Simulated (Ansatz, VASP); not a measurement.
# MnRh2O4 (MnRh2O4 (Fd-3m)) in two plane-wave programs

One calculation is typed for both programs; each brings its own data sets. How far apart do they land? The cell is taken from a series of runs on this material, whose earlier steps may have relaxed, scaled, displaced or heated it; both programs get it as it stands.

Method: plane waves, with VASP 6.6.1 beside it; relaxation of cell and atoms at PBEsol, DFT+U, in Ansatz 0.2.0.

## Step 1: Starting point

Symmetry: Fd-3m, No. 227, cubic system. The conventional cell has a = 8.618 Å, b = 8.618 Å, c = 8.618 Å, α = 90.00°, β = 90.00°, γ = 90.00°. Nearest to Mn lie 4 O at 2.04 Å. Nearest to Rh lie 6 O at 2.06 Å. Nearest to O lie 1 Mn at 2.04 Å and 3 Rh at 2.06 Å. Farther neighbours and most contacts between anions are not listed.

## Step 2: Ansatz: relaxation of cell and atoms, PBEsol, DFT+U

Ansatz runs on its PAW soft_1 files.

The relaxed volume is the usual yardstick between codes: in a stiff, nearly cubic crystal its relative difference is about their pressure difference at one cell divided by the bulk modulus.

The input, input.yaml:

```yaml
crystal:
  lattice:
    - [0.0, 4.308771, 4.308771]
    - [4.308771, 0.0, 4.308771]
    - [4.308771, 4.308771, 0.0]
  atoms:
    - { symbol: Mn, position: [0.0, 0.0, 0.0], spin: 5.0 }
    - { symbol: Mn, position: [0.25, 0.25, 0.25], spin: -5.0 }
    - { symbol: Rh, position: [0.625, 0.625, 0.125] }
    - { symbol: Rh, position: [0.625, 0.625, 0.625] }
    - { symbol: Rh, position: [0.625, 0.125, 0.625] }
    - { symbol: Rh, position: [0.125, 0.625, 0.625] }
    - { symbol: O, position: [0.38683931, 0.83948206, 0.38683931] }
    - { symbol: O, position: [0.38683931, 0.38683931, 0.38683931] }
    - { symbol: O, position: [0.38683931, 0.38683931, 0.83948206] }
    - { symbol: O, position: [0.86316069, 0.86316069, 0.41051794] }
    - { symbol: O, position: [0.86316069, 0.41051794, 0.86316069] }
    - { symbol: O, position: [0.83948206, 0.38683931, 0.38683931] }
    - { symbol: O, position: [0.86316069, 0.86316069, 0.86316069] }
    - { symbol: O, position: [0.41051794, 0.86316069, 0.86316069] }
magnetization:
  spin_polarized: true
  initial_magnetization: 0
  spin_locking: { lock_magnetization: hard }
basis:
  ecutwfc: 420
  xc_grid: 2
hamiltonian:
  xc: pbesol
  hubbard:
    sites: [{ species: Mn, l: d, u_eff: 4.0 }]
    projectors: ortho-atomic
  pseudopotentials: { kind: paw, azcp: { folder: soft_1 }, xc_functional: pbe }
kpoints:
  mp_grid: { grid: [6, 6, 6] }
scf:
  occupations: { method: fixed }
  max_iter: 100
relax:
  f_tol: 0.005
  max_steps: 60
  cell: {}
output:
  forces: true
  stress: true
checkpoint:
  write: "../cell.run"
  compress: false
  write_wavefunctions: false
  write_every: 100000
```

Launch:

```
$ ansatz run input.yaml --threads 4 --pin off --max-ram 17899MiB --backend cpu --events-out ev --progress --plain --runs-dir out
```

Numbers of over 12 decimals in the logs are rounded to 6 here.

Output:

```text
Engine: ansatz 0.2.0, x86_64-unknown-linux-gnu
Pseudopotentials: kind: paw
Pseudopotential: Mn, paw, valence charge 15, recommended cutoff 420 eV (normal), soft_1/Mn.paw.azcp
Pseudopotential: Rh, paw, valence charge 17, recommended cutoff 420 eV (normal), soft_1/Rh.paw.azcp
Pseudopotential: O, paw, valence charge 6, recommended cutoff 420 eV (normal), soft_1/O.paw.azcp
Functional definition: PBEsol
  exchange = pbesol_x
  correlation = pbesol_c
Crystal: 14 atoms, lattice volume = 159.989 Å³
Basis set: ecut = 420 eV, 3119 PW (Γ), exchange–correlation on 90×90×90 points (8 copies of the dense FFT grid, shifted against one another)
Bands: 88, of which v1, the nominal top of the filled ones, is band 73 counted from 1 (72 counted from 0)
Symmetry: 24 space group operations
Space group: F-43m (ITA 216), of the structure as read, at distance tolerance 5.4e-5 Å
Magnetic group: BNS 227.130 (UNI 1632), of the structure as read, at distance tolerance 5.4e-5 Å
k-points: 16 of 216 (time reversal used)
Non-local potential: Mn, projectors of the file, l = 0: 3, l = 1: 2, l = 2: 3, l = 3: 1
Non-local potential: Rh, projectors of the file, l = 0: 3, l = 1: 2, l = 2: 2, l = 3: 1
Non-local potential: O, projectors of the file, l = 0: 2, l = 1: 2, l = 2: 1
PAW form: soft (Blöchl's): semilocal exchange-correlation on the pseudo side does not see the compensation charge
PAW frozen core: Mn, regenerated for the run's functional, and the local potential with it (the file was generated under x = pbe(κ = 0.804, μ = 0.219515), c = pbe(β = 0.066725))
PAW frozen core: Rh, regenerated for the run's functional, and the local potential with it (the file was generated under x = pbe(κ = 0.804, μ = 0.219515), c = pbe(β = 0.066725))
PAW frozen core: O, regenerated for the run's functional, and the local potential with it (the file was generated under x = pbe(κ = 0.804, μ = 0.219515), c = pbe(β = 0.066725))
PAW one-centre angular grid: Mn, 590 points (default); XC on 64 Gauss nodes
PAW one-centre angular grid: Rh, 590 points (default); XC on 64 Gauss nodes
PAW one-centre angular grid: O, 110 points (default); XC on 64 Gauss nodes
Initial density: superposition of atomic densities (chi_scale 0.1, normalization cell, long waves kept (reshape's long-wave potential 0.14 eV rms))
Starting moments: Σ|m| = 10 μB on 2 of 14 sites
Starting magnetic order: antiferromagnet; an inversion exchanges its spin sublattices: spin-degenerate at every k-point
Initial wavefunctions: pseudopotential atomic-orbital guess
Functional: x = pbesol(κ = 0.804, μ = 0.123457), c = pbesol(β = 0.046)
SCF iter   1: F=—  HF=-37595.451784 eV  |F-HF|=—  |Δ(HF+E_count)|=         —  Δρ=3.22e-1 (↑3.22e-1 ↓3.22e-1)  dr2=6.50e2  dr2_m=5.30e1  M=0.000 μB ∫|m|=1.019 μB  β_m=0.30  ethr=3.10e-3  ⟨swp⟩=4.0  Hψ=7721  notcnv=0  defer=320
preconditioner: auto → Resta (q_TF=auto, 2.687 Å⁻¹)  ε∞=11.0  [insulator: Δε(μ)=0.000 eV  Ē_g=9.169 eV  n_scr=58 (ndim 8)  ℏωp=29.1 eV  f_vac=0.000  ε∞_Penn≈11.0]
spin=Collinear: Resta preconditioning applied to the charge; magnetization (m = ρ↑ − ρ↓) channel mixes plain (no charge-response kernel on spin).
SCF iter   2: F=—  HF=-37585.225505 eV  |F-HF|=—  |Δ(HF+E_count)|=    1.02e1  Δρ=1.99e-1 (↑1.99e-1 ↓1.99e-1)  dr2=2.49e2  dr2_m=9.48e0  M=0.000 μB ∫|m|=5.486 μB  β_m=0.25  ethr=3.10e-3  ⟨swp⟩=3.9  Hψ=7858  notcnv=0  defer=260
SCF iter   3: F=—  HF=-37568.898498 eV  |F-HF|=—  |Δ(HF+E_count)|=    1.63e1  Δρ=6.06e-2 (↑6.06e-2 ↓6.06e-2)  dr2=3.30e0  dr2_m=2.63e0  M=0.000 μB ∫|m|=9.278 μB  β_m=0.24  ethr=3.10e-3  ⟨swp⟩=3.6  Hψ=6371  notcnv=0  defer=253
SCF iter   4: F=—  HF=-37569.096845 eV  |F-HF|=—  |Δ(HF+E_count)|=   1.98e-1  Δρ=4.99e-2 (↑4.99e-2 ↓4.99e-2)  dr2=1.95e0  dr2_m=1.86e0  M=0.000 μB ∫|m|=9.368 μB  β_m=0.62  ethr=2.26e-3  ⟨swp⟩=2.0  Hψ=3298  notcnv=0  defer=302
SCF iter   5: F=—  HF=-37570.163286 eV  |F-HF|=—  |Δ(HF+E_count)|=    1.07e0  Δρ=1.00e-2 (↑1.00e-2 ↓1.00e-2)  dr2=2.18e-1  dr2_m=6.90e-2  M=0.000 μB ∫|m|=9.610 μB  β_m=0.65  ethr=1.33e-3  ⟨swp⟩=3.6  Hψ=5308  notcnv=0  defer=316
SCF iter   6: F=—  HF=-37570.225881 eV  |F-HF|=—  |Δ(HF+E_count)|=   6.26e-2  Δρ=4.76e-3 (↑4.76e-3 ↓4.76e-3)  dr2=1.08e-1  dr2_m=7.78e-3  M=0.000 μB ∫|m|=9.667 μB  β_m=0.61  ethr=1.50e-4  ⟨swp⟩=2.3  Hψ=4370  notcnv=0  defer=378
SCF iter   7: F=—  HF=-37570.226621 eV  |F-HF|=—  |Δ(HF+E_count)|=   7.40e-4  Δρ=2.54e-3 (↑2.54e-3 ↓2.54e-3)  dr2=5.69e-2  dr2_m=1.90e-3  M=0.000 μB ∫|m|=9.687 μB  β_m=0.72  ethr=7.36e-5  ⟨swp⟩=2.1  Hψ=3728  notcnv=0  defer=410
SCF iter   8: F=—  HF=-37570.223768 eV  |F-HF|=—  |Δ(HF+E_count)|=   2.85e-3  Δρ=1.54e-3 (↑1.54e-3 ↓1.54e-3)  dr2=2.33e-2  dr2_m=7.51e-4  M=0.000 μB ∫|m|=9.698 μB  β_m=0.74  ethr=3.89e-5  ⟨swp⟩=2.0  Hψ=2668  notcnv=0  defer=368
[...]
- { symbol: O, position: [0.861282, 0.416154, 0.861282] }
    - { symbol: O, position: [0.833847, 0.388718, 0.388718] }
    - { symbol: O, position: [0.861282, 0.861282, 0.861282] }
    - { symbol: O, position: [0.416154, 0.861282, 0.861282] }
--- Search for a lower minimum behind the relaxation: the rows below count on from the relaxation's ---
[...]
SCF iter  10: F=—  HF=-37570.290180 eV  |F-HF|=—  |Δ(HF+E_count)|=   9.77e-4  Δρ=1.47e-4 (↑1.45e-4 ↓1.47e-4)  dr2=2.00e-4  dr2_m=3.16e-6  M=0.000 μB ∫|m|=9.720 μB  β_m=0.88  ethr=3.36e-6  ⟨swp⟩=2.6  Hψ=3974  notcnv=0  defer=396
SCF iter  11: F=—  HF=-37570.290162 eV  |F-HF|=—  |Δ(HF+E_count)|=   1.76e-5  Δρ=3.61e-5 (↑3.61e-5 ↓3.45e-5)  dr2=9.21e-6  dr2_m=2.69e-7  M=0.000 μB ∫|m|=9.718 μB  β_m=0.89  ethr=1.37e-7  ⟨swp⟩=2.1  Hψ=3930  notcnv=0  defer=334
SCF iter  12: F=—  HF=-37570.290415 eV  |F-HF|=—  |Δ(HF+E_count)|=   2.52e-4  Δρ=2.01e-5 (↑2.01e-5 ↓1.77e-5)  dr2=1.31e-6  dr2_m=1.12e-7  M=0.000 μB ∫|m|=9.718 μB  β_m=0.82  ethr=6.31e-9  ⟨swp⟩=2.0  Hψ=4907  notcnv=0  defer=248
SCF iter  13: F=—  HF=-37570.290415 eV  |F-HF|=—  |Δ(HF+E_count)|=   1.06e-8  Δρ=6.53e-6 (↑4.27e-6 ↓6.53e-6)  dr2=1.42e-7  dr2_m=7.58e-9  M=0.000 μB ∫|m|=9.718 μB  β_m=0.88  ethr=8.97e-10  ⟨swp⟩=2.0  Hψ=4834  notcnv=0  defer=250
SCF iter  14: F=—  HF=-37570.290415 eV  |F-HF|=—  |Δ(HF+E_count)|=   6.96e-8  Δρ=5.61e-6 (↑5.61e-6 ↓4.71e-6)  dr2=1.49e-7  dr2_m=5.75e-10  M=0.000 μB ∫|m|=9.718 μB  β_m=0.70  ethr=6.85e-11  ⟨swp⟩=2.6  Hψ=5476  notcnv=0
SCF iter  15: F=-37570.290415 eV  HF=-37570.290415 eV  |F-HF|=2.12e-8  |Δ(HF+E_count)|=   1.65e-8  Δρ=2.26e-6 (↑2.06e-6 ↓2.26e-6)  dr2=2.66e-8  dr2_m=1.15e-10  M=0.000 μB ∫|m|=9.718 μB  ethr=6.85e-11  ⟨swp⟩=1.0  Hψ=7088  notcnv=0
SCF 1 converged in 15 iterations: F = -37570.290415 eV  dr2 = 2.66e-8
a single-point calculation of the run's input, under the relaxation's own `scf.mixing.negative_modes` where the relaxation goes by `scf.lower_state_search: light` itself or types `scf.max_iter`, was made at the relaxed geometry, from the atoms, in 15 SCF iterations in all. It converged +0.0 meV from the relaxation's final energy, with moments (4.03, -4.03, 0.00, 0.00, 0.00, 0.00, 0.00, 0.00, 0.00, 0.00, 0.00, 0.00, 0.00, 0.00 Bohr magnetons, atom by atom), which does not count as lower, and the relaxation's result stands. No further magnetic order was relaxed to its end, and one can end lower (see `relax.adjacent_minimum`).
SCF converged after 5 iterations
Magnetization: 0.0000 μB (73.0000 up, 73.0000 down)
Absolute magnetization: 9.7321 μB (∫|ρ↑−ρ↓|, with the PAW one-centre terms)
Spin contamination: 5.0322 ħ² per cell (⟨S²⟩ above its minimum at these occupations)
Per-site moments (μB) at R_I (Å): [(4.032218, 0.853314), (-4.032217, 0.853314), (-6.338499185806686e-8, 0.841987), (-6.338499168758608e-8, 0.841987), (-6.33849918629981e-8, 0.841987), (-6.338499186965131e-8, 0.841987), (0.00145209, 0.841987), (0.00145209, 0.841987), (0.00145209, 0.841987), (-0.00145217, 0.841988), (-0.00145217, 0.841988), (0.00145209, 0.841987), (-0.00145217, 0.841988), (-0.00145217, 0.841988)]
Free energy (F): -37570.290415 eV
Harris-Foulkes:  -37570.290415 eV  (|F-HF|=1.46e-11)
Internal energy: -37570.290415 eV  (E = F + TS)
E sigma→0 (E₀):  -37570.290415 eV
Fermi energy:    12.766876 (↑ 12.766876, ↓ 12.766875) eV
--- Per-component energies (eV) ---
  E_band       = -1388.403351
  E_kinetic    = 4106.531771
  E_local      = -15710.560934  (includes V_loc(G=0)·N_el)
  E_nonlocal   = 2567.937992
  E_hartree    = 5934.195835
  E_xc         = -1570.096513
  E_vxc        = -1995.339129  (∫ρ·V_xc dr)
  E_hubbard    = 1.286864  (on-site DFT+U / exact-exchange correction)
  E_vhub       = -18.357675  (the Hubbard potential's part of the band-sum identity)
  E_paw        = -18017.928578  (= ΣΔE_a)
  E_vpaw       = -2207.011776  (= ΣTr[D̂ρ^β])
  E_aug_tail   = 0.005204  (compensation charges beyond the density's cutoff)
  E_ewald      = -14883.388464
  E_core_change = 1.726407  (= ΣΔE_core)
  E_smearing   = -0.000000  (= −TS)
  E_closure    = 0.000000  (closes the sum)
  Σ components = -37570.290415   (vs F -37570.290415, Δ=0.00e0)
--- Forces (eV/Å), atoms counted from 1 ---
  atom   1  Mn     0.00000000    -0.00000000    -0.00000000
  atom   2  Mn    -0.00000000     0.00000000     0.00000000
  atom   3  Rh    -0.00002036    -0.00002036     0.00002036
  atom   4  Rh     0.00002036     0.00002036     0.00002036
  atom   5  Rh    -0.00002036     0.00002036    -0.00002036
  atom   6  Rh     0.00002036    -0.00002036    -0.00002036
  atom   7  O      0.00091526    -0.00091526     0.00091526
  atom   8  O     -0.00091526    -0.00091526    -0.00091526
  atom   9  O      0.00091526     0.00091526    -0.00091526
  atom  10  O     -0.00092104    -0.00092104     0.00092104
  atom  11  O     -0.00092104     0.00092104    -0.00092104
  atom  12  O     -0.00091526     0.00091526     0.00091526
  atom  13  O      0.00092104     0.00092104     0.00092104
  atom  14  O      0.00092104    -0.00092104    -0.00092104
  max |Σ_I F_I| component: 1.91e-17 eV/Å
--- Stress (GPa, compression-positive) ---
        0.011702      -0.000000      -0.000000
       -0.000000       0.011702      -0.000000
       -0.000000      -0.000000       0.011702
  P = ⅓ Tr σ = 0.0117 GPa (0.117 kbar)
--- Relaxed structure (4 steps of the walk, 4 accepted, 1 SCFs on fresh bases) ---
  F+E_penalty+E_count = -37570.29041492 eV   max|allowed force component| = 9.210e-4 eV/Å   (the final SCF, on the basis selected at the relaxed cell)
  cell:  # Å, volume = 159.5569 Å³
    - [0, 4.304888, 4.304888]
    - [4.304888, 0, 4.304888]
    - [4.304888, 4.304888, 0]
  atoms:
    - { symbol: Mn, position: [0, 0, 0] }
    - { symbol: Mn, position: [0.250000, 0.250000, 0.250000] }
    - { symbol: Rh, position: [0.625000, 0.625000, 0.125000] }
    - { symbol: Rh, position: [0.625000, 0.625000, 0.625000] }
    - { symbol: Rh, position: [0.625000, 0.125000, 0.625000] }
    - { symbol: Rh, position: [0.125000, 0.625000, 0.625000] }
    - { symbol: O, position: [0.388718, 0.833847, 0.388718] }
    - { symbol: O, position: [0.388718, 0.388718, 0.388718] }
    - { symbol: O, position: [0.388718, 0.388718, 0.833847] }
    - { symbol: O, position: [0.861282, 0.861282, 0.416154] }
    - { symbol: O, position: [0.861282, 0.416154, 0.861282] }
    - { symbol: O, position: [0.833847, 0.388718, 0.388718] }
    - { symbol: O, position: [0.861282, 0.861282, 0.861282] }
    - { symbol: O, position: [0.416154, 0.861282, 0.861282] }
```

In the SCF lines HF is the Harris–Foulkes energy and dr2 the Hartree energy of the density residual, in eV; the loop may stop once dr2 is under the threshold and the program's other checks hold. Hψ counts applications of the Hamiltonian.

(Part 1 of 2 ends here.)

[Lines on the potential files, build, host, timing and source positions are cut from VASP's logs without a mark.]

[Logs are printed without paths, hosts, clocks, repeated set-up lines and the standing remarks that a program may print on its own settings, such as how far it seeks lower states.]

[Hosts, paths, dates, database ids (printed as entryN), source tags and the programs' standing remarks are cut or masked in the printed files.]
